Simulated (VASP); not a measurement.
VASP input:

### INCAR
```
! general
SYSTEM   =  GeSe
PREC     =  Accurate
ENCUT    =  300
LREAL    =  F
LASPH    =  T

! electronic loop
EDIFF    =  1E-6
NELM     =  100
ALGO     =  Normal
LMAXMIX  =  4

! smearing
ISMEAR   =  0
SIGMA    =  0.05

! functional
GGA      =  PE

! ions
ISIF     =  2

! output
LWAVE    =  F
LCHARG   =  F
```

File KPOINTS:
```
Automatic mesh
0
Gamma
2 3 3
0 0 0
```

POSCAR:
```
GeSe
1
   10.7464240000     0.0000000000     0.0000000000
    0.0000000000     3.8238200000     0.0000000000
    0.0000000000     0.0000000000     4.3700800000
Ge Se
4 4
Direct
  0.1210000000   0.2500000000   0.1110000000
  0.8790000000   0.7500000000   0.8890000000
  0.3790000000   0.7500000000   0.6110000000
  0.6210000000   0.2500000000   0.3890000000
  0.8540000000   0.2500000000   0.5000000000
  0.1460000000   0.7500000000   0.5000000000
  0.6460000000   0.7500000000   0.0000000000
  0.3540000000   0.2500000000   0.0000000000
```

POTCAR, in this order: Ge_d Se (PBE.64 set). Program: vasp_std.

**Question.** Translate this PBE calculation to Quantum ESPRESSO's pw.x.

**Answer.** One equivalent input (not run):
```
&CONTROL
  calculation = 'scf'
  pseudo_dir = './pseudo'
  outdir = './out'
  tprnfor = .true.
  tstress = .true.
/
&SYSTEM
  ibrav = 0
  nat = 8
  ntyp = 2
  ecutwfc = 86
  occupations = 'smearing'
  smearing = 'gaussian'
  degauss = 0.003675
  input_dft = 'pbe'
/
&ELECTRONS
  conv_thr = 7.3e-08
  electron_maxstep = 100
/
ATOMIC_SPECIES
  Ge 72.630 Ge.upf
  Se 78.971 Se.upf
CELL_PARAMETERS angstrom
    10.7464240    0.0000000    0.0000000
     0.0000000    3.8238200    0.0000000
     0.0000000    0.0000000    4.3700800
ATOMIC_POSITIONS crystal
  Ge   0.1210000  0.2500000  0.1110000
  Ge   0.8790000  0.7500000  0.8890000
  Ge   0.3790000  0.7500000  0.6110000
  Ge   0.6210000  0.2500000  0.3890000
  Se   0.8540000  0.2500000  0.5000000
  Se   0.1460000  0.7500000  0.5000000
  Se   0.6460000  0.7500000  0.0000000
  Se   0.3540000  0.2500000  0.0000000
K_POINTS automatic
  2 3 3 0 0 0
```
What does not carry over: the potentials are each code's own (VASP's PAW set, PseudoDojo norm-conserving files in pw.x), so ENCUT and ecutwfc are chosen apart and not converted; conv_thr bounds pw.x's estimated SCF error, while EDIFF bounds the energy change between steps.

The structure comes from a measured GeSe entry (Pnma) of the Crystallography Open Database, whose conditions weren't checked. The cell was not relaxed at this level. The k-mesh is coarse (spacing up to 0.55 per Å, 2π included), so the numbers may not be converged in it.
